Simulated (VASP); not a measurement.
```
AlFe
1.0
    2.68180     0.00000     0.00000
   -1.34090     2.32251     0.00000
    0.00000     0.00000     7.98334
Fe Al
2 2
Direct
  0.00000   0.00000   0.00000
  0.00000   0.00000   0.50000
  0.33333   0.66667   0.25000
  0.66667   0.33333   0.75000
```
Starting moments (μB, in the order of the record's atoms Fe Fe Al Al): 2.0 2.0 0.0 0.0.

The numbers are results of PBEsol GGA, VASP's PBE PAW potentials (set 64) (plane waves; VASP), not measurements. Run with 400 eV cut-off, 15×15×5 Γ-centred mesh, tetrahedra with Blöchl corrections, potentials Fe Al.

The cores are frozen, which limits the accuracy of field gradients.

Q: Give the principal components of the electric field gradient (V/Å²) and the asymmetry η at each nucleus.

A: 
| atom | Vxx | Vyy | Vzz | η |
|---|---|---|---|---|
| Fe1 | 30.8 | 30.8 | -61.6 | 0.00 |
| Fe2 | 30.8 | 30.8 | -61.6 | 0.00 |
| Al3 | 10.8 | 10.8 | -21.6 | 0.00 |
| Al4 | 10.8 | 10.8 | -21.6 | 0.00 |

The structure was generated: FeAl was put into the NiAs type type (P6_3/mmc), which need not be its known phase. It was relaxed first, which changed the volume by -37 %.
